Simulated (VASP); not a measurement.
```
CELL_PARAMETERS angstrom
     -1.81000     1.81000     1.81000
      1.81000    -1.81000     1.81000
      1.81000     1.81000    -1.81000
ATOMIC_POSITIONS crystal
  Zr 0.00000 0.00000 0.00000
```

Level of theory: r2SCAN+rVV10, VASP's PBE PAW potentials (set 64) (plane waves; VASP). Numerical set-up: 400 eV cut-off, 13×13×13 Γ-centred mesh, first-order Methfessel-Paxton smearing of 0.10 eV, potentials Zr_sv.

Energy and stress use the plane-wave basis of the starting cell.

### Question
The ions, cell shape and volume are relaxed. Which structure does the run end with?

### Answer

```
CELL_PARAMETERS angstrom
     -1.78433     1.78433     1.78433
      1.78433    -1.78433     1.78433
      1.78433     1.78433    -1.78433
ATOMIC_POSITIONS crystal
  Zr 0.00000 0.00000 0.00000
```
Space group Im-3m (229), at a tolerance of 0.03 Å.

### Question
How do energy and volume change from the first to the last step?

### Answer
The energy (σ→0) changes by -11.1 meV/atom and the volume by -4.2 %, in 3 ionic steps.

The structure comes from a measured Zr entry (Im-3m) of the Crystallography Open Database, whose conditions weren't checked. This run relaxes it. Symmetry was kept, so distortions that lower it aren't found.
